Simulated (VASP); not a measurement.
Here is the system:

```
CELL_PARAMETERS angstrom
      0.00000     2.74817     2.74817
      2.74817     0.00000     2.74817
     10.98818    10.98818     0.00450
ATOMIC_POSITIONS crystal
  Zn 0.01440 0.01440 0.98920
  Zn 0.00033 0.00033 0.24975
  Zn 0.98565 0.98565 0.51076
  Zn 0.99984 0.99984 0.75012
  Se 0.25554 0.25554 0.05834
  Se 0.24210 0.24210 0.31842
  S  0.24431 0.24431 0.56677
  S  0.25783 0.25783 0.80663
```

Level of theory: PBEsol GGA, VASP's PBE PAW potentials (set 64) (plane waves; VASP 6.6.1). Run with 400 eV cut-off, Gaussian smearing of 0.050 eV, potentials Zn Se S.

### Question
Give the energies of bands 27 to 40 at the high-symmetry points, in eV from the valence-band maximum.

### Answer

| band | Γ | T | H2 | L | S0 | F |
|---|---|---|---|---|---|---|
| 27 | -3.28 | -1.60 | -4.97 | -4.89 | -4.97 | -4.90 |
| 28 | -1.38 | -1.41 | -4.91 | -4.81 | -4.91 | -4.88 |
| 29 | -1.38 | -1.37 | -3.64 | -2.90 | -3.63 | -2.82 |
| 30 | -0.94 | -1.37 | -3.50 | -2.79 | -3.48 | -2.79 |
| 31 | -0.94 | -0.98 | -3.28 | -2.65 | -3.31 | -2.69 |
| 32 | -0.47 | -0.98 | -3.08 | -2.20 | -3.07 | -2.48 |
| 33 | -0.47 | -0.40 | -2.21 | -1.91 | -2.24 | -2.01 |
| 34 | -0.26 | -0.40 | -2.07 | -1.73 | -2.05 | -1.74 |
| 35 | 0.00 | -0.04 | -1.92 | -1.50 | -1.94 | -1.13 |
| 36 | 0.00 | -0.04 | -1.80 | -1.11 | -1.77 | -1.01 |
| 37 | 1.38 | 2.19 | 3.86 | 2.99 | 3.76 | 2.61 |
| 38 | 2.43 | 2.30 | 3.89 | 3.22 | 4.16 | 2.72 |
| 39 | 2.87 | 2.64 | 4.44 | 3.35 | 4.16 | 3.36 |
| 40 | 3.03 | 2.97 | 4.67 | 3.46 | 4.80 | 3.69 |

The gap is direct, 1.38 eV, from the valence maximum at Γ to the conduction minimum at Γ.

The structure was generated: Zn4S2Se2 was put into an ordered model structure (R3m), which need not be its known phase. It was relaxed first.
